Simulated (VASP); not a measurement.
```
Li
1.0
   -1.71455     1.71455     1.71455
    1.71455    -1.71455     1.71455
    1.71455     1.71455    -1.71455
Li
1
Cartesian
  0.00000   0.00000   0.00000
```

Level of theory: PBE GGA, VASP's PBE PAW potentials (set 64) (plane waves; VASP). Settings: PREC = Normal, EDIFF = 1E-5, 450 eV cut-off, 17×17×17 Γ-centred mesh, first-order Methfessel-Paxton smearing of 0.10 eV, potentials Li_sv.

At this cut-off the stress carries a Pulay error, which pulls relaxed volumes low.

Question: Estimate the energy per atom (σ→0), pressure, band gap (on the k-mesh) with the smallest direct gap where there is one.

Answer: 
| Property | Value |
|---|---|
| band gap (on the k-mesh) | none (metal, semimetal or under 0.01 eV) |
| energy per atom (σ→0) | -183.6 kJ/mol of atoms |
| pressure | -1.18 GPa |

The compound is Li in the bcc structure. It was relaxed first, which changed the volume by -5 %.
